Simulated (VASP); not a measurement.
All values below come from PBE GGA, VASP's PBE PAW potentials (set 64) (plane waves; VASP).

VASP ran on this input.

KPOINTS:
```
Automatic
0
Gamma
 6 6 6
0 0 0
```

### INCAR
```
SYSTEM  =  SrCl2
PREC  =  Accurate; ENCUT  =  400; LREAL  =  .False.
LASPH  =  .True.; ISYM  =  1
EDIFF  =  1E-6; NELM  =  100; ALGO  =  Normal
LMAXMIX  =  4
ISMEAR  =  0; SIGMA  =  0.05
GGA  =  PE
ISIF  =  2
LWAVE  =  .False.; LCHARG  =  .False.
```

File POSCAR:
```
SrCl2
6.980
  0.0000000000   0.5000000000   0.5000000000
  0.5000000000   0.0000000000   0.5000000000
  0.5000000000   0.5000000000   0.0000000000
Sr Cl
1 2
Direct
  0.0000000000   0.0000000000   0.0000000000
  0.2500000000   0.2500000000   0.2500000000
  0.7500000000   0.7500000000   0.7500000000
```

POTCAR, in this order: Sr_sv Cl (PBE.64 set). Program: vasp_std.

**Question.** What will the output report for the number of irreducible k-points (NKPTS), number of bands (NBANDS), largest plane-wave count, number of space-group operations, FFT grid (NGX, NGY, NGZ)?

**Answer.** 
```yaml
number of irreducible k-points (NKPTS): 16
number of bands (NBANDS): 16
largest_plane_wave_count: 1572
number_of_space_group_operations: 48
FFT grid (NGX, NGY, NGZ): 32 × 32 × 32
```

The compound is SrCl2 in the fluorite structure. The cell was not relaxed at this level. The run is one of a series of settings (ISYM = 1 against the base run), some of them coarse on purpose.
